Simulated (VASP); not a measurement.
Runs of VASP 6.6.1 on CoO. The structure is cubic, space group Fm-3m (No. 225). Conventional cell: a = 4.263 Å, b = 4.263 Å, c = 4.263 Å, α = 90.00°, β = 90.00°, γ = 90.00°. Co (site symmetry m-3m) is surrounded by 6 O at 2.13 Å. O (site symmetry m-3m) has 6 Co at 2.13 Å as nearest neighbours. 

```tsv
spin	U	fixed moment (μB)	gap on the mesh (eV)	pressure (GPa)	moment (μB)
collinear, zero start	Co d U = 3 eV	-	none	(a)	0.00
collinear, ferromagnetic start	Co d U = 2 eV	3	-	-7.6	3.00
collinear, ferromagnetic start	Co d U = 2 eV	-	none	-7.6	3.00
off	Co d U = 2 eV	-	none	-25.4	-
collinear, ferromagnetic start	Co d U = 3 eV	-	none	-7.6	3.00
```

Alike in all rows: task single point; level r2SCAN+U; potentials or basis VASP PAW PBE potentials, release 64 (Co, O); cell as given; k mesh 8 × 8 × 8; cutoff (eV) 520; smearing gaussian 0.05 eV.

Estimate the missing entries.

(a) -25.6.

Caveats: the PAW data sets were made with another functional, which shifts forces and pressure a little; a cell with one magnetic atom can't hold antiferromagnetic order, which such compounds often take (some runs); the total moment is fixed, so each spin has its own Fermi level (some runs); an odd number of electrons without spin polarisation forces a metal (some runs); a magnetic or distorted state may lie lower (some runs); U without spin polarisation on a metal has little footing (some runs).

A gap of «none» marks a metal or a gap under the smearing width.
